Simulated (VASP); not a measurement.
**Which magnetic order does Fe take?**

Wanted: the lowest of several collinear orders of Fe. The start is a cell from a database of measured crystal structures.

Calculated with VASP 6.6.1; PBE, spin-polarised, from parallel moments; plane waves and PAW (Fe), in the first sound run; inputs show where later runs differ.

This is a report of a sequence of runs, with most program output left out.

The database entry behind the starting cell differs from later determinations by our own check (an axis about 0.7 % long against later determinations), so it need not match the best structure at ambient conditions.

### Step 1. The starting structure

The structure is cubic, space group Im-3m (No. 229). The conventional cell has a = 2.886 Å, b = 2.886 Å, c = 2.886 Å, α = 90.00°, β = 90.00°, γ = 90.00°. Nearest to Fe lie 8 Fe at 2.50 Å.

As a file:

```cif
data_structure
_symmetry_space_group_name_H-M 'P 1'
_symmetry_Int_Tables_number 1
_cell_length_a 2.4993
_cell_length_b 2.4993
_cell_length_c 2.4993
_cell_angle_alpha 109.471
_cell_angle_beta 109.471
_cell_angle_gamma 109.471
_cell_volume 12.02
loop_
_atom_site_label
_atom_site_type_symbol
_atom_site_fract_x
_atom_site_fract_y
_atom_site_fract_z
_atom_site_occupancy
Fe1 Fe 0.00000 0.00000 0.00000 1
```

### Step 2. Magnetic order, 1 atoms, start order ferro

Each run starts from other signs of the moments at the same geometry and cutoff; gentle mixing helps it keep them. Any wave vector in a name is a fraction of the reciprocal vectors of the first cell as typed.

File INCAR:

```
SYSTEM = Fe
PREC = Accurate
ENCUT = 350
EDIFF = 1E-06
NELM = 150
ISMEAR = -1
SIGMA = 0.15
LREAL = .FALSE.
ALGO = Normal
GGA = PE
ISPIN = 2
MAGMOM = 2.8
LMAXMIX = 4
LORBIT = 11
LWAVE = .FALSE.
LCHARG = .TRUE.
KPAR = 4
AMIX = 0.2
BMIX = 1E-04
AMIX_MAG = 0.8
BMIX_MAG = 1E-04
```

File POSCAR:

```
Fe
1.0
   -1.4430000000      1.4430000000      1.4430000000
    1.4430000000     -1.4430000000      1.4430000000
    1.4430000000      1.4430000000     -1.4430000000
Fe
1
Direct
    0.0000000000      0.0000000000      0.0000000000
```

File KPOINTS:

```
Automatic mesh
0
Gamma
22 22 22
0 0 0
```

The projector-augmented-wave data sets are Fe (PBE family, release 64).

Started as:

```bash
> mpirun -np 4 vasp_std
```

The job ended after 6 s (4 MPI ranks of Intel Xeon 6975P-C (Granite Rapids), shared host; peak memory 0.56 GiB).

The cell holds one magnetic atom, so no antiferromagnetic order fits into it. LASPH is off, so gradient terms of the non-spherical density inside the spheres are left out; for open d or f shells this can shift gaps and moments.

Numbers from this step:

* electronic cycles: 15
* electrons: 8
* free energy (TOTEN): -8.260 eV
* energy at zero smearing: -8.222 eV
* Fermi energy: 5.292 eV
* moment of the cell, from the last line of the log: 2.316 μB
* metallic: yes

Spin moment in the PAW sphere by atom:

| atom | spin moment in the PAW sphere (μB) |
| --- | --- |
| Fe1 | 2.32 |

Spin density in the ac plane of the conventional cell at fractional y = 0.000, with atoms of Fe within 0.2 Å of it.

Ten even steps from '0' (0.0 e/Å³) to '9' (3.7 e/Å³), each cell a mean:
```
87410000000247
54210000000124
22100000000012
00000000000000
00000000000000
00000000000000
00000000000000
00000000000000
00000000000000
00000000000000
21000000000011
54200000000124
86410000000247
98520000000258
```
Columns run along a (2.9 Å), rows up along c (2.9 Å), edges of the conventional cell, whose origin can differ from the input's. Atoms in or near the plane, at fractional coordinates: Fe at (0.00, 0.00).

Valence density in the ac plane of the conventional cell at fractional y = 0.000, with atoms of Fe within 0.2 Å of it. It is the smooth field of the valence electrons, not physical close to the nuclei.

Values in e/Å³, 14 rows by 14 columns, each cell a mean:
```
7.0 5.7 3.5 1.4 0.5 0.3 0.2 0.2 0.2 0.3 0.6 1.8 3.9 6.1
4.5 3.7 2.2 0.9 0.4 0.3 0.2 0.2 0.2 0.3 0.5 1.2 2.5 3.9
2.1 1.7 1.1 0.5 0.3 0.3 0.2 0.2 0.2 0.3 0.4 0.6 1.2 1.8
0.7 0.6 0.5 0.3 0.3 0.3 0.2 0.2 0.2 0.3 0.3 0.4 0.5 0.6
0.3 0.3 0.3 0.3 0.3 0.2 0.2 0.2 0.2 0.2 0.3 0.3 0.3 0.3
0.2 0.2 0.2 0.2 0.2 0.2 0.2 0.2 0.2 0.2 0.2 0.2 0.2 0.2
0.2 0.2 0.2 0.2 0.2 0.2 0.2 0.2 0.2 0.2 0.2 0.2 0.2 0.2
0.2 0.2 0.2 0.2 0.2 0.2 0.2 0.2 0.2 0.2 0.2 0.2 0.2 0.2
0.3 0.3 0.3 0.3 0.2 0.2 0.2 0.2 0.2 0.2 0.3 0.3 0.3 0.3
0.5 0.5 0.4 0.3 0.3 0.2 0.2 0.2 0.2 0.3 0.3 0.3 0.4 0.5
1.6 1.3 0.9 0.5 0.3 0.3 0.2 0.2 0.2 0.3 0.3 0.5 0.9 1.4
4.0 3.3 2.0 0.9 0.4 0.3 0.2 0.2 0.2 0.3 0.5 1.1 2.2 3.5
6.6 5.4 3.3 1.3 0.5 0.3 0.2 0.2 0.2 0.3 0.6 1.7 3.7 5.7
8.1 6.6 4.0 1.6 0.5 0.3 0.2 0.2 0.2 0.3 0.7 2.1 4.5 7.0
```
Columns run along a (2.9 Å), rows up along c (2.9 Å), edges of the conventional cell, whose origin can differ from the input's. Atoms in or near the plane, at fractional coordinates: Fe at (0.00, 0.00).

The largest moment at the end is 2.32 μB, and the moments of the cell sum to 2.32 μB.

### Step 3. Magnetic order, 2 atoms, start order antiferro q=(1/2,1/2,1/2)

This step: PBE, spin-polarised, from moments of both signs; plane waves and PAW (Fe) (VASP 6.6.1).

System of this step: Fe. It takes space group Im-3m (No. 229, cubic). The conventional cell has a = 2.886 Å, b = 2.886 Å, c = 2.886 Å, α = 90.00°, β = 90.00°, γ = 90.00°. Nearest to Fe lie 8 Fe at 2.50 Å.

Edit INCAR of step 2 so:

```diff
@@ -11,3 +11,3 @@
 ISPIN = 2
-MAGMOM = 2.8
+MAGMOM = 2.8 -2.8
 LMAXMIX = 4
```

File POSCAR:

```
Fe
1.0
   -2.8860000000      2.8860000000      2.8860000000
    0.0000000000      0.0000000000      2.8860000000
    0.0000000000      2.8860000000      0.0000000000
Fe
2
Direct
    0.0000000000      0.0000000000      0.0000000000
    0.5000000000      0.0000000000      0.0000000000
```

File KPOINTS:

```
Automatic mesh
0
Gamma
11 22 22
0 0 0
```

Started as:

```bash
> mpirun -np 4 vasp_std
```

The job ended after 11 s (4 MPI ranks; peak memory 0.64 GiB).

The magnetic state follows from one typed start and may not be the lowest.

Numbers from this step:

```
electronic cycles       : 16
electrons               : 16
free energy (TOTEN)     : -15.71 eV
energy at zero smearing : -15.51 eV
Fermi energy            : 5.596 eV
```

Spin moment in the PAW sphere by atom:

| atom | spin moment in the PAW sphere (μB) |
| --- | --- |
| Fe1 | 1.85 |
| Fe2 | -1.85 |

Spin density in the ac plane at fractional y = 0.000, with atoms of Fe within 0.2 Å of it.

Ten even steps from '_' (-2.4 e/Å³) to '@' (2.4 e/Å³), each cell a mean:
```
@@%%++++====::__..====++++##
****++++======----======++++
++++++++==================++
++++++==================++++
++==================++++++++
++++================++++++++
##++++====--..::====++++**%%
@@##++====--____::====++**@@
```
Columns run along a (5.0 Å), rows up along c (2.9 Å). Atoms in or near the plane, at fractional coordinates: Fe at (0.00, 0.00), Fe at (0.50, 0.00).

Valence density in the ac plane at fractional y = 0.000, with atoms of Fe within 0.2 Å of it. It is the smooth field of the valence electrons, not physical close to the nuclei.

Ten even steps from '_' (0.2 e/Å³) to '@' (7.2 e/Å³), each cell a mean:
```
%%**..______==%%**..______==
::--..________::--..________
____________________________
____________________________
____________________________
__________....__________....
==..______--**==..______--**
@@==______--%%@@==______::%%
```
Columns run along a (5.0 Å), rows up along c (2.9 Å). Atoms in or near the plane, at fractional coordinates: Fe at (0.00, 0.00), Fe at (0.50, 0.00).

The largest moment at the end is 1.85 μB, and the moments of the cell sum to 0.00 μB.

### Step 4. Magnetic order, 2 atoms, start order antiferro q=(0,0,1/2)

Edit INCAR of step 3 so:

```diff
@@ -15,3 +15,3 @@
 LWAVE = .FALSE.
-LCHARG = .TRUE.
+LCHARG = .FALSE.
 KPAR = 4
```

File POSCAR:

```
Fe
1.0
   -1.4430000000      1.4430000000      1.4430000000
    1.4430000000     -1.4430000000      1.4430000000
    2.8860000000      2.8860000000     -2.8860000000
Fe
2
Direct
    0.0000000000      0.0000000000      0.0000000000
    0.0000000000      0.0000000000      0.5000000000
```

File KPOINTS:

```
Automatic mesh
0
Gamma
22 22 11
0 0 0
```

Started as:

```bash
> mpirun -np 4 vasp_std
```

Wall time 38 s (4 MPI ranks); peak memory 1.2 GiB; 2.4 min of CPU time.

The largest moment at the end is 2.14 μB, and the moments of the cell sum to 0.00 μB.

### Step 5. Summary

This step: collinear magnetic orders, PBE; plane waves and PAW (VASP 6.6.1).

This step runs nothing: it gathers the runs above.

This step gave:

```yaml
mean_moment_in_the_lowest_run: 2.322 μB
```

Orders, by row:

| order | signs | energy above the lowest (meV/magnetic atom) | total moment (μB) | mean moment on carriers (μB) | gap on the mesh (eV) | signs at the end, of the atoms given a moment |
| --- | --- | --- | --- | --- | --- | --- |
| ferro | + | 0 | 2.316 | 2.322 | 0 | + |
| antiferro q=(1/2,1/2,1/2) | +- | 466.7 | 0 | 1.855 | 0 | +- |
| antiferro q=(0,0,1/2) | +- | 226 | 0 | 2.142 | 0 | +- |

### Step 6. Outcome

| Quantity | Value |
| --- | --- |
| lowest order | fm |
| mean moment in the lowest run | 2.32 μB |

The lowest run started as ferro and holds 2.32 μB on average over the atoms that were given a moment; the next state, from antiferro q=(0,0,1/2), lies 226.0 meV a magnetic atom higher. It ends with the signs + and a net moment of 2.32 μB a cell: all moments parallel. The cell was not relaxed for each state; their pressures run from -11.0 to -8.6 GPa, which can move the order. Only these collinear orders were tried, and their comparison leaves spin-orbit coupling out.

[Lines on the potential files, build, host, timing and source positions are cut from VASP's logs without a mark.]

[Logs are printed without paths, hosts, clocks, repeated set-up lines and the standing remarks that a program may print on its own settings, such as how far it seeks lower states.]

[Hosts, paths, dates, database ids (printed as entryN), source tags and the programs' standing remarks are cut or masked in the printed files.]

[Runs that stopped without an error message from VASP are left out.]
